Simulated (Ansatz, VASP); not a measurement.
# CrTe2: VASP beside Ansatz

The input INCAR:

```
SYSTEM = CrTe2
ALGO = Normal
EDIFF = 1E-6
ENCUT = 520
GGA = CA
ISIF = 2
ISMEAR = 0
ISPIN = 2
LASPH = .True.
LCHARG = .False.
LMAXMIX = 4
LORBIT = 11
LREAL = .False.
LWAVE = .False.
MAGMOM = 3.9 0 0
NBANDS = 23
NELM = 150
PREC = Accurate
SIGMA = 0.1
```

The input KPOINTS:

```
k-points
0
Gamma
  6 6 3
  0 0 0
```

POSCAR

```
CrTe2
1.0
    3.8632600000      0.0000000000      0.0000000000
   -1.9316300000      3.3456800000      0.0000000000
    0.0000000000      0.0000000000      6.1995500000
Cr Te
1 2
Direct
    0.0000000000      0.0000000000      0.5000000000
    0.3333333333      0.6666666667      0.2521200000
    0.6666666667      0.3333333333      0.7478800000
```

Input for Ansatz:

```yaml
crystal:
  lattice:
    - [3.86326, 0.0, 0.0]
    - [-1.93163, 3.34568, 0.0]
    - [0.0, 0.0, 6.19955]
  atoms:
    - { symbol: Cr, position: [0.0, 0.0, 0.5] }
    - { symbol: Te, position: [0.3333333333333333, 0.6666666666666666, 0.25212] }
    - { symbol: Te, position: [0.6666666666666666, 0.3333333333333333, 0.74788] }
kpoints:
  mp_grid:
    grid: [6, 6, 3]
    shift: [0.0, 0.0, 0.0]
hamiltonian:
  xc: lda
magnetization:
  spin_polarized: true
  per_species:
    Cr: 3.9
scf:
  occupations:
    method: gaussian
output:
  eigenstates:
    nscf_kmesh:
      grid: [5, 5, 3]
    top_band: c34
    magnetocrystalline_anisotropy:
      directions:
        - [0.0, 0.0, 1.0]
        - [1.0, 0.0, 0.0]
        - [1.0, 1.0, 0.0]
```

The cell is a database's computed one.

Alike in both runs: task single point; functional LDA; k mesh 6 × 6 × 3; collinear spin.

```csv
,VASP,Ansatz
version,VASP 6.6.1,Ansatz 0.2.0
potentials or method,"VASP PAW LDA potentials, release 64 (Cr_pv, Te)","plane waves, PAW"
plane-wave cutoff (eV),520,420
occupations,"gaussian, width 0.1 eV",gaussian
valence electrons in the cell,24,46
```

```tsv
	VASP	Ansatz	Ansatz less VASP
gap on the k mesh at the Fermi level (eV)	none	none	-
net moment per atom (μB)	0.78	0.79	+0.014
size of the moment on the site where the two differ most (μB)	0.16	0.14	-0.012
```

Site moments also hang on the region over which each program counts them. A gap of «none» marks a metal or a gap that the smearing closes. The two sets of potentials don't hold the same shells in valence.

Caveats: a cell with one magnetic atom can't hold antiferromagnetic order, which such compounds often take. Spin-orbit coupling is left out, which matters for the levels of Te.
